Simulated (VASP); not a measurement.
HfN: transverse stress against strain

HfN (rock salt, Fm-3m, 11.107 Å³/atom and stress up to 0.10 GPa in the relaxed cell, cube axes along x, y and z) under an equal strain ε along x and y, with z held. LDA in VASP (plane waves, PAW), 600 eV, 18×18×18 Γ-centred mesh, Methfessel-Paxton smearing 0.10 eV; ions are relaxed, or left where forces stay under 0.02 eV/Å, within the symmetry of each cell. Stress is positive for a compressed cell.

Here s stands for strain and y for stress zz.

```csv
strain (%),stress zz (GPa)
-1.50,3.69
-1.00,2.36
-0.50,1.12
0.00,-0.10
0.50,-1.33
1.00,-2.58
1.50,-3.83
3.00,?
```

Taking a straight line for y over the 7 complete rows: Means: s 0, y -0.096. About the means, the sum of products is -17.445 and the sum of squares of s is 7.0000; the slope is their ratio. Least squares gives y = -0.096 - 2.4921·s. Residuals (row less fit): 0.048, -0.036, -0.030, -0.004, 0.012, 0.008, 0.004; standard error 0.031 (degrees of freedom: 5). The slope gives the elastic constant 2C12 = about 250 GPa.

Question: Predict the withheld y at s = 3.00 from the fit, and compare with the calculation.

Answer: y = -0.096 - 2.4921 × 3.0 = -7.572 GPa. The calculation gives -7.10 GPa, 0.472 GPa above the prediction (4.4 % of the range of y in the table). The row lies outside the fitted rows, so this is an extrapolation. From the scatter of the fitted rows alone, a prediction at this place has a standard error of 0.048 GPa, so the miss is 9.8 times that.

A polynomial of degree 2 through the 12 other runs of the series gives -7.29 there. In a metal these values are sensitive to mesh and smearing; energies are taken to zero smearing, stresses follow the free energy. For HfN: the electron count is odd and the run is not spin-polarised, which forces a metal. Rows are the converged runs of the series near zero and its far end, less any whose ions stayed unrelaxed beside relaxed ones; series whose fitted rows scatter by over a few per cent of the range, as at a crossing or softening among them, aren't shown in this form. Most that stay on the fit to the last digits aren't either.
